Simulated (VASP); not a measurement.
Method: PBE GGA, VASP's PBE PAW potentials (set 64) (plane waves; VASP).

VASP ran on this input.

File POSCAR:
```
CsSnI3
6.2761720
  1.0000000000   0.0000000000   0.0000000000
  0.0000000000   1.0000000000   0.0000000000
  0.0000000000   0.0000000000   1.0000000000
Cs Sn I
1 1 3
direct
  0.5000000000   0.5000000000   0.5000000000
  0.0000000000   0.0000000000   0.0000000000
  0.5000000000   0.0000000000   0.0000000000
  0.0000000000   0.5000000000   0.0000000000
  0.0000000000   0.0000000000   0.5000000000
```

File KPOINTS:
```
kpoints
0
gamma
 9 9 9
```

INCAR:
```
ALGO  =  Normal
EDIFF  =  1E-6
ENCUT  =  300
GGA  =  PE
ISIF  =  2
ISMEAR  =  0
LASPH  =  .True.
LCHARG  =  .False.
LMAXMIX  =  4
LORBIT  =  11
LREAL  =  .False.
LWAVE  =  .False.
NEDOS  =  601
NELM  =  100
PREC  =  Accurate
SIGMA  =  0.02
SYSTEM  =  CsSnI3
```

POTCAR, in this order: Cs_sv Sn_d I (PBE.64 set). Program: vasp_std.

### Question
What will the output report for the number of irreducible k-points (NKPTS), largest plane-wave count, number of space-group operations, FFT grid (NGX, NGY, NGZ)?

### Answer

```
Item                                          Result
--------------------------------------  ------------
number of irreducible k-points (NKPTS)            35
largest plane-wave count                        2945
number of space-group operations                  48
FFT grid (NGX, NGY, NGZ)                36 × 36 × 36
```

The structure comes from a computed database's CsSnI3 entry; how it stands against other phases isn't given here. The cell was not relaxed at this level. The run is one of a series of settings (NEDOS = 601, KPOINTS 9×9×9 Γ-centred mesh against the base run), some of them coarse on purpose.
